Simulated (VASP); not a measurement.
The system is Ag.

```
CELL_PARAMETERS angstrom
0.00000 2.06750 2.06750
2.06750 0.00000 2.06750
2.06750 2.06750 0.00000
ATOMIC_POSITIONS crystal
Ag 0.00000 0.00000 0.00000
```

| Property | Result |
| --- | --- |
| Program | VASP 6.6.1 |
| Task | relaxation of cell and atoms |
| Functional | LDA |
| Potentials or basis | VASP PAW LDA potentials, release 64 (Ag) |
| Cutoff | 600 eV |
| k mesh | 18 × 18 × 18 |
| Occupations | gaussian, width 0.1 eV |
| Spin | no spin polarisation |

At the start: pressure -10.3 GPa; volume 17.68 Å³/atom.

Problem. How do energy, volume and symmetry change on relaxing?

Solution. Over 6 steps the energy falls by 58.2 meV/atom and the volume is 16.04 Å³/atom (-9.2 %); space group Fm-3m (No. 225, to 0.05 Å).

The path:
```
step  energy change (eV)  largest force (eV/Å)  pressure (GPa)  volume (Å³)
   1              0.0000                0.0000          -10.26        17.68
   2             -0.0194                0.0000           12.13        14.94
   3             -0.0582                0.0000           -0.13        16.06
   4             -0.0582                0.0000            0.13        16.03
   5             -0.0582                0.0000           -0.09        16.05
   6             -0.0582                0.0000           -0.01        16.04
```

Final structure:
```
Ag
1.0
     0.00000    2.00182    2.00182
     2.00182    0.00000    2.00182
     2.00182    2.00182    0.00000
Ag
1
Cartesian
  2.0018 0.0000 2.0018
```
